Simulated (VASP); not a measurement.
## Lattice of Iridium across functionals and dispersion corrections

How close do the usual functionals, with and without dispersion, come to the cell of Iridium? The levels: LDA, PBEsol, PBE, r2SCAN, PBE + D3(BJ), r2SCAN + rVV10, r2SCAN + D4 and SCAN. The start is a cell from a database of measured crystal structures.

Main program and level: VASP 6.6.1; LDA; plane waves and PAW (Ir), in the first sound run; inputs show where later runs differ.

**What experiment says.**

“Phase stability and electronic structure of iridium metal at the megabar range” (2019, pmc:6586894) reports for Ir, fcc, by synchrotron powder XRD, Rietveld refinement (Ir metal powder): lattice constant a (cubic lattice parameter at ambient pressure) 3.837 ± 0.001 Å.

The database entry behind the starting cell differs from later determinations by our own check (0.1 to 0.3 % short, probably kX units), so it need not match the best structure at ambient conditions.

## Step 1: The starting structure

Before any relaxation, the start is as follows. The structure is cubic, space group Fm-3m (No. 225). Conventional cell: a = 3.831 Å, b = 3.831 Å, c = 3.831 Å, α = 90.00°, β = 90.00°, γ = 90.00°. Nearest to Ir lie 12 Ir at 2.71 Å.

As a file:

```
Ir
1.0
     0.00000    1.91560    1.91560
     1.91560    0.00000    1.91560
     1.91560    1.91560    0.00000
Ir
1
Direct
  0.00000 0.00000 0.00000
```

## Step 2: Relaxation with LDA

Properties are meant for the cell that this level of theory prefers, so cell and atoms are relaxed first (ISIF = 3) until forces and stress are small; EDIFFG sets the threshold. LDA, the lowest rung, knows the local density alone.

INCAR

```
SYSTEM = Ir
PREC = Accurate
ENCUT = 520
EDIFF = 1E-06
NELM = 100
ISMEAR = -1
SIGMA = 0.05
LREAL = .FALSE.
ALGO = Normal
GGA = CA
NBANDS = 10
LORBIT = 11
LWAVE = .FALSE.
LCHARG = .FALSE.
KPAR = 2
IBRION = 2
NSW = 60
ISIF = 3
EDIFFG = -0.01
```

POSCAR

```
Ir
1.0
    0.0000000000      1.9156000000      1.9156000000
    1.9156000000      0.0000000000      1.9156000000
    1.9156000000      1.9156000000      0.0000000000
Ir
1
Direct
    0.0000000000      0.0000000000      0.0000000000
```

KPOINTS

```
Automatic mesh
0
Gamma
12 12 12
0 0 0
```

Potentials, in the order of the species: Ir (PBE family, release 64).

Run with:

```sh
$ mpirun -np 2 vasp_std
```

The program printed:

```text
[banner, memory and clock lines left out]
running    2 mpi-ranks, on    1 nodes
 distrk:  each k-point on    1 cores,    2 groups
 distr:  one band on    1 cores,    1 groups

 POSCAR found type information on POSCAR Ir
 POSCAR found :  1 types and       1 ions
|                                                                             |
|               ----> ADVICE to this user running VASP <----                  |
|                                                                             |
|     You enforced a specific xc type in the INCAR file but a different       |
|     [... a line on the potential file left out ...]
|     I HOPE YOU KNOW WHAT YOU ARE DOING!                                     |
|                                                                             |

 LDA part: xc-table for (Slater(with rela. corr.)+CA(PZ))
 , standard interpolation
 POSCAR, INCAR and KPOINTS ok, starting setup
 FFT: planning ... GRIDC
 FFT: planning ... GRID_SOFT
 FFT: planning ... GRID
 WAVECAR not read
 entering main loop
       N       E                     dE             d eps       ncg     rms          rms(c)
DAV:   1     0.474126563397E+02    0.47413E+02   -0.42883E+03  1448   0.817E+02
DAV:   2    -0.101782295098E+02   -0.57591E+02   -0.54582E+02  1464   0.201E+02
DAV:   3    -0.110756156811E+02   -0.89739E+00   -0.89496E+00  1708   0.298E+01
DAV:   4    -0.110834008187E+02   -0.77851E-02   -0.77839E-02  1654   0.261E+00
DAV:   5    -0.110835525016E+02   -0.15168E-03   -0.15168E-03  1702   0.338E-01    0.169E+01
DAV:   6    -0.104862669942E+02    0.59729E+00   -0.10777E+00  1622   0.125E+01    0.615E+00
DAV:   7    -0.103845045720E+02    0.10176E+00   -0.29886E-01  1716   0.601E+00    0.131E+00
DAV:   8    -0.103826763823E+02    0.18282E-02   -0.20669E-03  1548   0.433E-01    0.114E+00
DAV:   9    -0.103767241302E+02    0.59523E-02   -0.26349E-03  1584   0.740E-01    0.381E-02
DAV:  10    -0.103766975361E+02    0.26594E-04   -0.24756E-05  2132   0.605E-02    0.173E-02
DAV:  11    -0.103766982009E+02   -0.66483E-06   -0.17249E-06  1546   0.111E-02
   1 F= -.10376698E+02 E0= -.10374360E+02  d E =-.103767E+02
 curvature:   0.00 expect dE= 0.000E+00 dE for cont linesearch  0.000E+00
 trial: gam= 0.00000 g(F)=  0.550E-64 g(S)=  0.779E-02 ort = 0.000E+00 (trialstep = 0.100E+01)
 search vector abs. value=  0.779E-02
 bond charge predicted
       N       E                     dE             d eps       ncg     rms          rms(c)
DAV:   1    -0.104196373364E+02   -0.42940E-01   -0.18630E+00  1576   0.197E+01    0.280E+00
DAV:   2    -0.103698226080E+02    0.49815E-01   -0.10404E-01  1582   0.405E+00    0.781E-01
DAV:   3    -0.103640212826E+02    0.58013E-02   -0.21772E-02  1700   0.166E+00    0.174E-01
DAV:   4    -0.103640358451E+02   -0.14563E-04   -0.28362E-04  1742   0.166E-01    0.712E-02
DAV:   5    -0.103640661607E+02   -0.30316E-04   -0.92408E-05  1784   0.572E-02    0.566E-03
DAV:   6    -0.103640693430E+02   -0.31823E-05   -0.21802E-06  1750   0.102E-02    0.182E-03
DAV:   7    -0.103640694412E+02   -0.98194E-07   -0.57487E-08   762   0.163E-03
   2 F= -.10364069E+02 E0= -.10361875E+02  d E =0.126288E-01
 trial-energy change:    0.012629  1 .order    0.012922   -0.007793    0.033636
 step:   0.1948(harm=  0.1881)  dis= 0.00000  next Energy=   -10.377459 (dE=-0.761E-03)
 bond charge predicted
       N       E                     dE             d eps       ncg     rms          rms(c)
DAV:   1    -0.104129464957E+02   -0.48877E-01   -0.12039E+00  1568   0.158E+01    0.196E+00
DAV:   2    -0.103810883797E+02    0.31858E-01   -0.73928E-02  1576   0.336E+00    0.723E-01
DAV:   3    -0.103774774964E+02    0.36109E-02   -0.14196E-02  1726   0.131E+00    0.185E-01
DAV:   4    -0.103774635090E+02    0.13987E-04   -0.29828E-04  1670   0.165E-01    0.340E-02
DAV:   5    -0.103774719740E+02   -0.84650E-05   -0.13861E-05  1932   0.199E-02    0.652E-03
DAV:   6    -0.103774728982E+02   -0.92420E-06   -0.30751E-07   878   0.451E-03
   3 F= -.10377473E+02 E0= -.10375163E+02  d E =-.774697E-03
 curvature:  -0.09 expect dE=-0.134E-06 dE for cont linesearch -0.134E-06
 trial: gam=-0.01333 g(F)=  0.389E-65 g(S)=  0.142E-05 ort = 0.105E-03 (trialstep = 0.839E+00)
 search vector abs. value=  0.360E-09
 reached required accuracy - stopping structural energy minimisation
```

Wall time 24 s (2 MPI ranks of AMD EPYC 7R43, shared host); peak memory 0.2 GiB.

Lines that name or quote the potential files are left out of all logs, and their timing lines are given in words.

From OUTCAR (step 2):

```text
ion  position               nearest neighbor table
   1  0.000  0.000  0.000-

  LATTYP: Found a face centered cubic cell.
 ALAT       =     3.8312000000

 Subroutine GETGRP returns: Found 48 space group operations
 (whereof 48 operations were pure point group operations)

The static configuration has the point symmetry O_h .

 Found     72 irreducible k-points:

   k-points           NKPTS =     72   k-points in BZ     NKDIM =     72   number of bands    NBANDS=     10

   dimension x,y,z NGX =    20 NGY =   20 NGZ =   20
   dimension x,y,z NGXF=    40 NGYF=   40 NGZF=   40

   ENCUT  =  520.0 eV  38.22 Ry    6.18 a.u.   5.04  5.04  5.04*2*pi/ulx,y,z

   NELECT =       9.0000    total number of electrons

 k-points in reciprocal lattice and weights: Automatic mesh
   0.00000000  0.00000000  0.00000000       0.001
   0.08333333  0.00000000  0.00000000       0.005
   0.16666667  0.00000000  0.00000000       0.005
   0.25000000  0.00000000  0.00000000       0.005
   0.33333333  0.00000000  0.00000000       0.005
   0.41666667  0.00000000  0.00000000       0.005
   0.50000000  0.00000000  0.00000000       0.002
   0.08333333  0.08333333  0.00000000       0.003
   0.16666667  0.08333333  0.00000000       0.014
[...]
-0.33333333  0.50000000  0.16666667       0.007
  -0.25000000  0.50000000  0.25000000       0.003

 average (electrostatic) potential at core
       1 -48.4249

 E-fermi :  10.4134

 k-point     1 :       0.0000    0.0000    0.0000
  band No.  band energies     occupation
    ...
      2       6.3663      2.00000
      3       6.3663      2.00000
      4       6.3663      2.00000
      5       9.1584      2.00000
      6       9.1584      2.00000
      7      24.7415      0.00000
      8      30.3577      0.00000
      9      30.3577      0.00000
     10      30.3577      0.00000

 k-point     2 :       0.0833    0.0000    0.0000
  band No.  band energies     occupation
    ...
      2       6.2043      2.00000
      3       6.4998      2.00000
      4       6.4998      2.00000
      5       9.0746      2.00000
      6       9.0746      2.00000
      7      25.2777      0.00000
      8      28.9104      0.00000
      9      30.8745      0.00000
     10      30.8745      0.00000

 k-point     3 :       0.1667    0.0000    0.0000
  band No.  band energies     occupation
    ...
      2       5.8804      2.00000
      3       6.7721      2.00000
      4       6.7721      2.00000
      5       8.9930      2.00000
      6       8.9930      2.00000
      7      26.3356      0.00000
      8      26.8250      0.00000
      9      32.3174      0.00000
     10      32.3174      0.00000

  Total       -0.0031360     -0.0031360     -0.0031360     -0.0000000     -0.0000000      0.0000000
  in kB       -0.3597422     -0.3597422     -0.3597422     -0.0000000     -0.0000000      0.0000000
  external PRESSURE =      -0.3597422 kB  Pullay stress =       0.0000000 kB

  energy-cutoff  :      520.00
  volume of cell :       13.97
      direct lattice vectors                 reciprocal lattice vectors
    -0.000000000  1.911423751  1.911423751    -0.261585114  0.261585114  0.261585114
     1.911423751 -0.000000000  1.911423751     0.261585114 -0.261585114  0.261585114
     1.911423751  1.911423751  0.000000000     0.261585114  0.261585114 -0.261585114

 POSITION                                       TOTAL-FORCE (eV/Angst)
 -----------------------------------------------------------------------------------
      0.00000      0.00000      0.00000        -0.000000      0.000000      0.000000
 -----------------------------------------------------------------------------------
    total drift:                               -0.000000     -0.000000     -0.000000

  FREE ENERGIE OF THE ION-ELECTRON SYSTEM (eV)
  ---------------------------------------------------
  free  energy   TOTEN  =       -10.3774728982 eV

  energy  without entropy=      -10.3728534291  energy(sigma->0) =      -10.37516316

 reached required accuracy - stopping structural energy minimisation

 total charge
# of ion       s       p       d       tot
------------------------------------------
    1        0.677   0.747   7.021   8.445

[... 3 further parts left out ...]
```

CONTCAR:

```
Ir
   1.00000000000000
    -0.0000000000000000    1.9114237510343581    1.9114237510343581
     1.9114237510343581   -0.0000000000000000    1.9114237510343581
     1.9114237510343581    1.9114237510343581    0.0000000000000000
  Ir
     1
Direct
     0.0000000000000000    0.0000000000000000    0.0000000000000000
```

This run has no spin polarisation. Its electron count is odd, so without a moment it is a metal by construction. The PAW data sets were made with PBE, though LDA sets exist; this is a small mismatch. The run keeps the 48 symmetry operations of its start, so it cannot find a distortion of lower symmetry.

Relaxation path:

```csv
step,energy less that of the first step (eV),largest force (eV/Å),pressure (GPa),volume (Å³)
1,0.0000,0.0000,-2.64,14.06
2,0.0126,0.0000,11.81,13.59
3,-0.0008,0.0000,-0.04,13.97
```

```csv
"conventional cell, symmetrised",before,after,change
a (Å),3.831,3.823,-0.2 %
b (Å),3.831,3.823,-0.2 %
c (Å),3.831,3.823,-0.2 %
volume (Å³/atom),14.06,13.97,-0.7 %
```

Final coordinates:

```cif
data_structure
_symmetry_space_group_name_H-M 'P 1'
_symmetry_Int_Tables_number 1
_cell_length_a 2.7032
_cell_length_b 2.7032
_cell_length_c 2.7032
_cell_angle_alpha 60.000
_cell_angle_beta 60.000
_cell_angle_gamma 60.000
_cell_volume 13.97
loop_
_atom_site_label
_atom_site_type_symbol
_atom_site_fract_x
_atom_site_fract_y
_atom_site_fract_z
_atom_site_occupancy
Ir1 Ir 0.00000 0.00000 0.00000 1
```

This step gave:

```
electrons                       : 9
bands                           : 10
irreducible k-points            : 72
symmetry operations             : 48
free energy (TOTEN)             : -10.38 eV
energy at zero smearing         : -10.38 eV
Fermi energy                    : 10.41 eV
pressure                        : -0.03597 GPa
metallic                        : yes
SCF cycles over all ionic steps : 24
```

It ends with forces that vanish by symmetry and a pressure of -0.04 GPa. The volume lies -0.7 % from that of the database's start, which holds the thermal and zero-point expansion of its experiment. The conventional cell has a = 3.823 Å.

## Step 3: Relaxation with PBEsol

This step: PBEsol; plane waves and PAW (Ir) (VASP 6.6.1).

PBEsol restores the gradient expansion of exchange and is tuned for the cells of solids.

Edit INCAR of step 2 so:

```diff
@@ -9,3 +9,3 @@
 ALGO = Normal
-GGA = CA
+GGA = PS
 NBANDS = 10
```

POSCAR is that of step 2.

KPOINTS is that of step 2.

Run with:

```sh
$ mpirun -np 2 vasp_std
```

The program printed:

```text
[banner, memory and clock lines left out]
running    2 mpi-ranks, on    1 nodes
 distrk:  each k-point on    1 cores,    2 groups
 distr:  one band on    1 cores,    1 groups

 POSCAR found type information on POSCAR Ir
 POSCAR found :  1 types and       1 ions
 [... a notice as in an earlier step ...]

 LDA part: xc-table for (Slater+PW92), standard interpolation
 POSCAR, INCAR and KPOINTS ok, starting setup
 FFT: planning ... GRIDC
 FFT: planning ... GRID_SOFT
 FFT: planning ... GRID
 WAVECAR not read
 entering main loop
       N       E                     dE             d eps       ncg     rms          rms(c)
DAV:   1     0.478039781712E+02    0.47804E+02   -0.42897E+03  1448   0.817E+02
DAV:   2    -0.957602030797E+01   -0.57380E+02   -0.54403E+02  1468   0.200E+02
DAV:   3    -0.104686231524E+02   -0.89260E+00   -0.89025E+00  1710   0.298E+01
DAV:   4    -0.104762496659E+02   -0.76265E-02   -0.76254E-02  1644   0.258E+00
DAV:   5    -0.104763968055E+02   -0.14714E-03   -0.14714E-03  1694   0.334E-01    0.160E+01
DAV:   6    -0.994478308167E+01    0.53161E+00   -0.92949E-01  1622   0.117E+01    0.628E+00
DAV:   7    -0.984700545554E+01    0.97778E-01   -0.28970E-01  1712   0.598E+00    0.144E+00
DAV:   8    -0.984561161625E+01    0.13938E-02   -0.20165E-03  1548   0.436E-01    0.128E+00
DAV:   9    -0.983983327070E+01    0.57783E-02   -0.29772E-03  1590   0.794E-01    0.457E-02
DAV:  10    -0.983980751953E+01    0.25751E-04   -0.29847E-05  2086   0.670E-02    0.298E-02
DAV:  11    -0.983980883218E+01   -0.13126E-05   -0.18516E-06  1550   0.101E-02    0.447E-03
DAV:  12    -0.983980888580E+01   -0.53627E-07   -0.38276E-08   768   0.227E-03
   1 F= -.98398089E+01 E0= -.98374301E+01  d E =-.983981E+01
 curvature:   0.00 expect dE= 0.000E+00 dE for cont linesearch  0.000E+00
 trial: gam= 0.00000 g(F)=  0.550E-64 g(S)=  0.101E-03 ort = 0.000E+00 (trialstep = 0.100E+01)
 search vector abs. value=  0.101E-03
 bond charge predicted
       N       E                     dE             d eps       ncg     rms          rms(c)
DAV:   1    -0.984038119698E+01   -0.57236E-03   -0.23965E-02  1578   0.222E+00    0.258E-01
DAV:   2    -0.983972921062E+01    0.65199E-03   -0.14685E-03  1580   0.471E-01    0.901E-02
DAV:   3    -0.983965645669E+01    0.72754E-04   -0.28042E-04  1720   0.183E-01    0.267E-02
DAV:   4    -0.983965575742E+01    0.69927E-06   -0.76550E-06  1678   0.267E-02
   2 F= -.98396558E+01 E0= -.98372609E+01  d E =0.153128E-03
 trial-energy change:    0.000153  1 .order    0.000142   -0.000101    0.000386
 step:   0.1875(harm=  0.2077)  dis= 0.00000  next Energy=    -9.839818 (dE=-0.941E-05)
 bond charge predicted
       N       E                     dE             d eps       ncg     rms          rms(c)
DAV:   1    -0.984029650299E+01   -0.64005E-03   -0.15897E-02  1574   0.180E+00    0.213E-01
DAV:   2    -0.983986278716E+01    0.43372E-03   -0.97045E-04  1578   0.384E-01    0.718E-02
DAV:   3    -0.983981731058E+01    0.45477E-04   -0.17940E-04  1726   0.146E-01    0.212E-02
DAV:   4    -0.983981840572E+01   -0.10951E-05   -0.51173E-06  1648   0.206E-02    0.147E-03
DAV:   5    -0.983981843317E+01   -0.27450E-07   -0.64904E-08   744   0.254E-03
   3 F= -.98398184E+01 E0= -.98374365E+01  d E =-.954736E-05
 curvature:  -0.10 expect dE=-0.318E-07 dE for cont linesearch -0.318E-07
 trial: gam=-0.05202 g(F)=  0.604E-64 g(S)=  0.307E-06 ort = 0.557E-05 (trialstep = 0.837E+00)
 search vector abs. value=  0.103E-08
 reached required accuracy - stopping structural energy minimisation
```

The job ended after 17 s (2 MPI ranks; peak memory 0.21 GiB).

From OUTCAR (step 3):

```text
The static configuration has the point symmetry O_h .

 Found     72 irreducible k-points:

   NELECT =       9.0000    total number of electrons

 E-fermi :  10.3777

 k-point     1 :       0.0000    0.0000    0.0000
  band No.  band energies     occupation
    ...
      2       6.4012      2.00000
      3       6.4012      2.00000
      4       6.4012      2.00000
      5       9.1458      2.00000
      6       9.1458      2.00000
      7      24.6547      0.00000
      8      30.2563      0.00000
      9      30.2563      0.00000
     10      30.2563      0.00000

 k-point     2 :       0.0833    0.0000    0.0000
  band No.  band energies     occupation
    ...
      2       6.2401      2.00000
      3       6.5325      2.00000
      4       6.5325      2.00000
      5       9.0635      2.00000
      6       9.0635      2.00000
      7      25.1835      0.00000
      8      28.8011      0.00000
      9      30.7658      0.00000
     10      30.7658      0.00000

  Total        0.0014553      0.0014553      0.0014553      0.0000000      0.0000000      0.0000000
  in kB        0.1657309      0.1657309      0.1657309      0.0000000      0.0000000      0.0000000
  external PRESSURE =       0.1657309 kB  Pullay stress =       0.0000000 kB

  energy-cutoff  :      520.00
  volume of cell :       14.07
      direct lattice vectors                 reciprocal lattice vectors
     0.000000000  1.916058058  1.916058058    -0.260952427  0.260952427  0.260952427
     1.916058058 -0.000000000  1.916058058     0.260952427 -0.260952427  0.260952427
     1.916058058  1.916058058 -0.000000000     0.260952427  0.260952427 -0.260952427

 POSITION                                       TOTAL-FORCE (eV/Angst)
 -----------------------------------------------------------------------------------
      0.00000      0.00000      0.00000         0.000000      0.000000     -0.000000
 -----------------------------------------------------------------------------------
    total drift:                               -0.000000     -0.000000     -0.000000

  FREE ENERGIE OF THE ION-ELECTRON SYSTEM (eV)
  ---------------------------------------------------
  free  energy   TOTEN  =        -9.8398184332 eV

  energy  without entropy=       -9.8350546027  energy(sigma->0) =       -9.83743652

 total charge
# of ion       s       p       d       tot
------------------------------------------
    1        0.674   0.749   6.981   8.404

[... 8 parts as in an earlier step ...]

[... 5 further parts left out ...]
```

The PAW data sets were made with PBE, which is usual practice but a small mismatch for other functionals.

Little changed from the start: no atom moved by 0.005 Å and no cell edge by 0.1 %.

This step gave:

- free energy (TOTEN): -9.840 eV
- energy at zero smearing: -9.837 eV
- Fermi energy: 10.38 eV
- pressure: 0.01657 GPa
- SCF cycles over all ionic steps: 21

It ends at 14.07 Å³/atom, +0.1 % from the start, with 0.02 GPa left. The conventional cell has a = 3.832 Å.

(Part 1 of 3 ends here.)

[Lines on the potential files, build, host, timing and source positions are cut from VASP's logs without a mark.]

[Logs are printed without paths, hosts, clocks, repeated set-up lines and the standing remarks that a program may print on its own settings, such as how far it seeks lower states.]

[Hosts, paths, dates, database ids (printed as entryN), source tags and the programs' standing remarks are cut or masked in the printed files.]

[Measured values are set beside computed ones only where the two were judged alike; some that the calculation misses by far are left out.]

[In band tables of VASP the shares of atoms and orbitals are scaled to a sum of 1 inside the atoms' spheres.]
